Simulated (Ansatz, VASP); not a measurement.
**Two plane-wave programs on PtCl4**

```
Pt Cl
1.0
     4.97293    0.00000    0.00000
     0.00000    4.97293    0.00000
     0.00000    0.00000    4.97293
Pt Cl
1 4
Direct
  0.50000 0.50000 0.50000
  0.00000 0.00000 0.00000
  0.50000 0.00000 0.00000
  0.00000 0.50000 0.00000
  0.00000 0.00000 0.50000
```

Alike in both runs: functional PBE; k mesh 8 × 8 × 8; occupations gaussian, width 0.1 eV; no spin polarisation.

Ansatz relaxed the structure, and its values are those at the end. VASP's run is a single point on that final structure, the one shown.

```csv
,VASP,Ansatz
version,VASP 6.6.1,Ansatz 0.2.0
potentials or method,"VASP PAW PBE potentials, release 64 (Pt, Cl)","scalar-relativistic, plane waves, PAW"
plane-wave cutoff (eV),520,420
valence electrons in the cell,38,46
```

```csv
,VASP,Ansatz,Ansatz less VASP
gap on the k mesh at the Fermi level (eV),none,none,-
pressure (GPa),-0.1,0.0,+0.10
```

A gap of «none» marks a metal or a gap that the smearing closes. The two sets of potentials don't hold the same shells in valence.

The runs have no spin-orbit coupling, so splittings on Pt are missing.
